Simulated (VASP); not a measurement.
Calculation: PBEsol GGA, VASP's PBE PAW potentials (set 64) (plane waves; VASP).

VASP ran on this input.

INCAR:
```
EDIFFG  =  -0.02   ! ionic stop
ALGO  =  Normal   ! blocked Davidson
EDIFF  =  1E-6   ! SCF stop (eV)
ISMEAR  =  0
IBRION  =  2   ! conjugate gradients
LWAVE  =  .FALSE.
GGA  =  PS   ! PBEsol
LASPH  =  .TRUE.
SIGMA  =  0.05
NSW  =  40
NELM  =  100
PREC  =  Accurate
ENCUT  =  620   ! plane-wave cut-off (eV)
LREAL  =  .FALSE.
SYSTEM  =  BP
ISIF  =  3   ! ions, shape and volume
PSTRESS  =  300   ! kbar
LCHARG  =  .FALSE.
```

### KPOINTS
```
Automatic mesh
0
Gamma
10 10 10
0 0 0
```

### POSCAR
```
BP
1
    0.0000000000     2.1880806238     2.1880806238
    2.1880806238     0.0000000000     2.1880806238
    2.1880806238     2.1880806238     0.0000000000
B P
1 1
Direct
  0.0000000000   0.0000000000   0.0000000000
  0.2500000000   0.2500000000   0.2500000000
```

POTCAR, in this order: B P (PBE.64 set). Program: vasp_std.

The run wrote:

### OSZICAR
```
       N       E                     dE             d eps       ncg     rms          rms(c)
DAV:   1     0.128043678265E+02    0.12804E+02   -0.47466E+03   752   0.106E+03
DAV:   2    -0.142228566387E+02   -0.27027E+02   -0.26298E+02  1128   0.126E+02
DAV:   3    -0.145109640303E+02   -0.28811E+00   -0.28811E+00   936   0.170E+01
DAV:   4    -0.145114094627E+02   -0.44543E-03   -0.44543E-03  1176   0.673E-01
DAV:   5    -0.145114098149E+02   -0.35222E-06   -0.35222E-06   944   0.142E-02    0.822E+00
DAV:   6    -0.136991794747E+02    0.81223E+00   -0.19135E+00   848   0.789E+00    0.441E+00
DAV:   7    -0.135615668079E+02    0.13761E+00   -0.40834E-01  1152   0.388E+00    0.133E+00
DAV:   8    -0.135511280705E+02    0.10439E-01   -0.30923E-02   816   0.125E+00    0.226E-01
DAV:   9    -0.135512439572E+02   -0.11589E-03   -0.47484E-04  1080   0.214E-01    0.131E-01
DAV:  10    -0.135512899258E+02   -0.45969E-04   -0.11040E-04   808   0.788E-02    0.204E-02
DAV:  11    -0.135512938008E+02   -0.38750E-05   -0.40030E-06  1112   0.183E-02    0.287E-02
DAV:  12    -0.135512940854E+02   -0.28464E-06   -0.12051E-06   440   0.704E-03
   1 F= -.96281828E+01 E0= -.96281828E+01  d E =-.962818E+01
       N       E                     dE             d eps       ncg     rms          rms(c)
DAV:   1    -0.132359737875E+02    0.31532E+00   -0.27657E+00   800   0.142E+01    0.229E+00
DAV:   2    -0.131741284776E+02    0.61845E-01   -0.10283E-01  1024   0.225E+00    0.123E+00
DAV:   3    -0.131548337684E+02    0.19295E-01   -0.44685E-02   824   0.124E+00    0.412E-01
DAV:   4    -0.131541843683E+02    0.64940E-03   -0.76538E-04   976   0.239E-01    0.303E-01
DAV:   5    -0.131539178841E+02    0.26648E-03   -0.43341E-04   880   0.148E-01    0.103E-01
DAV:   6    -0.131539170046E+02    0.87950E-06   -0.13101E-05   848   0.297E-02    0.255E-02
DAV:   7    -0.131539177207E+02   -0.71612E-06   -0.10379E-06   616   0.751E-03
   2 F= -.95953090E+01 E0= -.95953090E+01  d E =0.328738E-01
       N       E                     dE             d eps       ncg     rms          rms(c)
DAV:   1    -0.134571721356E+02   -0.30326E+00   -0.95052E-01   800   0.804E+00    0.129E+00
DAV:   2    -0.134349973600E+02    0.22175E-01   -0.39914E-02  1016   0.138E+00    0.712E-01
DAV:   3    -0.134283584083E+02    0.66390E-02   -0.15320E-02   832   0.720E-01    0.180E-01
DAV:   4    -0.134280509566E+02    0.30745E-03   -0.35582E-04   976   0.154E-01    0.138E-01
DAV:   5    -0.134279555050E+02    0.95452E-04   -0.12678E-04   912   0.798E-02    0.595E-02
DAV:   6    -0.134279524662E+02    0.30388E-05   -0.35411E-06   856   0.156E-02    0.114E-02
DAV:   7    -0.134279519665E+02    0.49969E-06   -0.38667E-07   392   0.423E-03
   3 F= -.96546039E+01 E0= -.96546039E+01  d E =-.264211E-01
```

OUTCAR:
```
------------------------ aborting loop because EDIFF is reached ----------------------------------------
  FORCE on cell =-STRESS in cart. coord.  units (eV):
  Direction    XX          YY          ZZ          XY          YZ          ZX
  --------------------------------------------------------------------------------------
  Total        3.7532652      3.7532652      3.7532652      0.0000000      0.0000000      0.0000000
  in kB      298.4033143    298.4033143    298.4033143      0.0000000      0.0000000      0.0000000
  external PRESSURE =      -1.5966857 kB  Pullay stress =     300.0000000 kB
  volume of cell :       20.15
      direct lattice vectors                 reciprocal lattice vectors
    -0.000000000  2.159875571  2.159875571    -0.231494817  0.231494817  0.231494817
     2.159875571  0.000000000  2.159875571     0.231494817 -0.231494817  0.231494817
     2.159875571  2.159875571 -0.000000000     0.231494817  0.231494817 -0.231494817
  FREE ENERGIE OF THE ION-ELECTRON SYSTEM (eV)
  ---------------------------------------------------
  free  energy   TOTEN  =       -13.4279519665 eV

  energy  without entropy=      -13.4279519665  energy(sigma->0) =      -13.42795197
  enthalpy is  TOTEN    =        -9.6546039237 eV   P V=        3.7733480428

 reached required accuracy - stopping structural energy minimisation
```
(Selected blocks of OUTCAR.)

File CONTCAR:
```
BP
   1.00000000000000
    -0.0000000000000000    2.1598755706253581    2.1598755706253581
     2.1598755706253581    0.0000000000000000    2.1598755706253581
     2.1598755706253581    2.1598755706253581   -0.0000000000000000
  B               P
     1     1
Direct
     0.0000000000000000    0.0000000000000000    0.0000000000000000
     0.2500000000000000    0.2500000000000000    0.2500000000000000
```

Energy and stress use the plane-wave basis of the starting cell.

The compound is BP in the zinc blende structure. This run relaxes it under an external pressure of 30 GPa. Symmetry was kept, so distortions that lower it aren't found.
